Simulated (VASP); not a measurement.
```
InAs
1.0
    3.94583     0.00000     0.00000
   -1.97291     3.41719     0.00000
    0.00000     0.00000     6.79781
In As
2 2
Cartesian
  1.97291   3.41719   0.00000
  1.97291   3.41719   3.39891
  0.00000   2.27813   1.69945
  1.97292   1.13906   5.09836
```

These are PBEsol GGA, VASP's PBE PAW potentials (set 64) (plane waves; VASP) values and carry that method's errors. Settings: 400 eV cut-off, Gaussian smearing of 0.050 eV, potentials In_d As.

Task: Give the energies of bands 13 to 21 at the high-symmetry points, in eV from the Fermi level.

Result: 
| band | Γ | M | K | A | L | H |
|---|---|---|---|---|---|---|
| 13 | -6.96 | -6.21 | -6.71 | -4.65 | -6.20 | -5.90 |
| 14 | -0.78 | -4.50 | -3.76 | -4.65 | -6.20 | -5.90 |
| 15 | -0.60 | -3.79 | -2.94 | 0.14 | -1.79 | -4.12 |
| 16 | -0.20 | -3.72 | -2.94 | 0.14 | -1.79 | -4.12 |
| 17 | -0.20 | -2.16 | -2.79 | 0.14 | -1.29 | -0.32 |
| 18 | 0.42 | 0.22 | -2.62 | 0.14 | -1.29 | -0.32 |
| 19 | 0.42 | 1.26 | -2.62 | 1.95 | -0.17 | 1.04 |
| 20 | 2.14 | 1.88 | 4.86 | 1.95 | -0.17 | 1.04 |
| 21 | 4.86 | 2.15 | 5.66 | 4.79 | 3.62 | 2.20 |

It has no gap at this level: it comes out as a metal or semimetal.

The structure was generated: InAs was put into the NiAs type type (P6_3/mmc), which need not be its known phase. It was relaxed first, which changed the volume by +6 %.
